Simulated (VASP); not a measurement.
```
Cu2GeSe3
1.0
   -1.98349     5.82457     2.74400
    1.98349    -5.82457     2.74400
    1.98349     5.82457    -2.74400
Cu Ge Se
2 1 3
Direct
  0.09499   0.26204   0.83295
  0.42909   0.26204   0.16705
  0.73405   0.23405   0.50000
  0.66824   0.99663   0.67161
  0.32502   0.99663   0.32839
  0.01061   0.01061   0.00000
```

Computed with PBEsol GGA, VASP's PBE PAW potentials (set 64) (plane waves; VASP 6.6.1). Numerical set-up: 400 eV cut-off, Gaussian smearing of 0.050 eV, potentials Cu Ge_d Se.

Predict the band gap (along the path) with the smallest direct gap where there is one.

```yaml
band gap (along the path): none (metal, semimetal or under 0.01 eV)
```

The absolute energy has meaning only against runs of the same code, potentials and settings.

The structure comes from a computed database's Cu2GeSe3 entry (Imm2); how it stands against other phases isn't given here. It was relaxed first.
